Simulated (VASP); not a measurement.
Level of theory: TPSS meta-GGA, VASP's PBE PAW potentials (set 64) (plane waves; VASP).

VASP input:

**INCAR**
```
ALGO = Normal
EDIFF = 1E-7
ENCUT = 520
ISIF = 2
ISMEAR = 1
LASPH = .TRUE.
LCHARG = .FALSE.
LMAXMIX = 4
LMIXTAU = .TRUE.
LREAL = .FALSE.
LWAVE = .FALSE.
METAGGA = TPSS
NELM = 100
PREC = Accurate
SIGMA = 0.1
SYSTEM = Mo
```

**POSCAR**
```
Mo
1
   -1.5923563867     1.5923563867     1.5923563867
    1.5923563867    -1.5923563867     1.5923563867
    1.5923563867     1.5923563867    -1.5923563867
Mo
1
Direct
  0.0000000000   0.0000000000   0.0000000000
```

### KPOINTS
```
Automatic mesh
0
Gamma
16 16 16
0 0 0
```

POTCAR, in this order: Mo_sv (PBE.64 set). Program: vasp_std.

What VASP printed:

**OSZICAR**
```
       N       E                     dE             d eps       ncg     rms          rms(c)
DAV:   1     0.170122676007E+03    0.17012E+03   -0.10433E+04  3602   0.244E+03
DAV:   2     0.472683979909E+02   -0.12285E+03   -0.11456E+03  3942   0.433E+02
DAV:   3     0.418206639992E+02   -0.54477E+01   -0.52074E+01  4277   0.112E+02
DAV:   4     0.417358839682E+02   -0.84780E-01   -0.84503E-01  4148   0.131E+01
DAV:   5     0.417340310730E+02   -0.18529E-02   -0.18524E-02  4532   0.183E+00    0.375E+01
DAV:   6    -0.470216630179E+01   -0.46436E+02   -0.29664E+02  3190   0.314E+02    0.998E+00
DAV:   7    -0.199003434304E+02   -0.15198E+02   -0.34417E+01  3577   0.893E+01    0.908E+00
DAV:   8    -0.197389440630E+02    0.16140E+00   -0.14480E-01  3568   0.564E+00    0.712E+00
DAV:   9    -0.175716539781E+02    0.21673E+01   -0.24186E+00  3208   0.249E+01    0.611E+00
DAV:  10    -0.195533687903E+02   -0.19817E+01   -0.12087E+00  3190   0.189E+01    0.182E+00
DAV:  11    -0.196136819799E+02   -0.60313E-01   -0.67389E-02  3382   0.375E+00    0.294E-01
DAV:  12    -0.196101737637E+02    0.35082E-02   -0.24195E-03  3669   0.544E-01    0.200E-01
DAV:  13    -0.196140360725E+02   -0.38623E-02   -0.17775E-03  3292   0.599E-01    0.416E-02
DAV:  14    -0.196150082970E+02   -0.97222E-03   -0.30589E-04  3709   0.282E-01    0.199E-02
DAV:  15    -0.196150137489E+02   -0.54519E-05   -0.27078E-06  3558   0.250E-02    0.206E-02
DAV:  16    -0.196150200413E+02   -0.62923E-05   -0.22230E-06  3652   0.186E-02    0.831E-03
DAV:  17    -0.196150038662E+02    0.16175E-04   -0.22426E-06  3244   0.217E-02    0.116E-03
DAV:  18    -0.196150061581E+02   -0.22919E-05   -0.62183E-08  1858   0.368E-03    0.201E-04
DAV:  19    -0.196150056489E+02    0.50912E-06   -0.59330E-09  1682   0.895E-04    0.152E-04
DAV:  20    -0.196150053516E+02    0.29734E-06   -0.16277E-09  1634   0.565E-04    0.128E-04
DAV:  21    -0.196150052543E+02    0.97278E-07   -0.18684E-10  1640   0.176E-04
   1 F= -.19615005E+02 E0= -.19615189E+02  d E =0.551602E-03
```

**OUTCAR**
```
------------------------ aborting loop because EDIFF is reached ----------------------------------------
  FORCE on cell =-STRESS in cart. coord.  units (eV):
  Direction    XX          YY          ZZ          XY          YZ          ZX
  --------------------------------------------------------------------------------------
  Total       -0.8168012     -0.8168012     -0.8168012      0.0000000      0.0000000     -0.0000000
  in kB      -81.0300595    -81.0300595    -81.0300595      0.0000000      0.0000000     -0.0000000
  external PRESSURE =     -81.0300595 kB  Pullay stress =       0.0000000 kB
  volume of cell :       16.15
      direct lattice vectors                 reciprocal lattice vectors
    -1.592356387  1.592356387  1.592356387     0.000000000  0.314000059  0.314000059
     1.592356387 -1.592356387  1.592356387     0.314000059  0.000000000  0.314000059
     1.592356387  1.592356387 -1.592356387     0.314000059  0.314000059  0.000000000
 POSITION                                       TOTAL-FORCE (eV/Angst)
 -----------------------------------------------------------------------------------
      0.00000      0.00000      0.00000        -0.000000     -0.000000      0.000000
 -----------------------------------------------------------------------------------
    total drift:                               -0.000000      0.000000      0.000000
  FREE ENERGIE OF THE ION-ELECTRON SYSTEM (eV)
  ---------------------------------------------------
  free  energy   TOTEN  =       -19.6150052543 eV

  energy  without entropy=      -19.6155568562  energy(sigma->0) =      -19.61518912
```
(Selected blocks of OUTCAR.)

**OUTCAR**
```
 val. band max:       12.0555377697   @ k =  -0.1875   0.1875   0.1875

 cond. band min:      12.0869304992   @ k =  -0.1875   0.1875   0.0625


 Fermi energy:        12.0843623206

 k-point     1 :       0.0000    0.0000    0.0000
  band No.  band energies     occupation
      1     -49.8197      2.00000
      2     -22.9221      2.00000
      3     -22.9221      2.00000
      4     -22.9221      2.00000
      5       4.9877      2.00000
      6      10.7888      2.00000
      7      10.7888      2.00000
      8      10.7888      2.00000
      9      13.7507     -0.00000
     10      13.7507     -0.00000
     11      26.9112      0.00000

 k-point     2 :       0.0625    0.0000    0.0000
  band No.  band energies     occupation
      1     -49.8111      2.00000
      2     -22.9730      2.00000
      3     -22.9380      2.00000
      4     -22.9225      2.00000
      5       5.1542      2.00000
      6      10.6951      2.00000
      7      10.7732      2.00000
      8      10.9450      2.00000
      9      13.6133     -0.00000
     10      13.7538     -0.00000
     11      27.0338      0.00000

 k-point     3 :       0.1250    0.0000    0.0000
  band No.  band energies     occupation
      1     -49.7866      2.00000
      2     -23.1165      2.00000
      3     -22.9830      2.00000
      4     -22.9234      2.00000
      5       5.6236      2.00000
      6      10.4395      2.00000
      7      10.7015      2.00000
      8      11.4056      2.00000
      9      13.3337     -0.00000
     10      13.7707     -0.00000
     11      27.2965      0.00000

 k-point     4 :       0.1875    0.0000    0.0000
  band No.  band energies     occupation
      1     -49.7496      2.00000
      2     -23.3271      2.00000
      3     -23.0498      2.00000
      4     -22.9247      2.00000
      5       6.2901      2.00000
      6      10.0838      2.00000
      7      10.5668      2.00000
      8      12.1446      0.15761
      9      13.1677     -0.00000
...
```

The compound is Mo in the bcc structure. This cell is one point of a volume scan, at 1.03 of the reference volume.
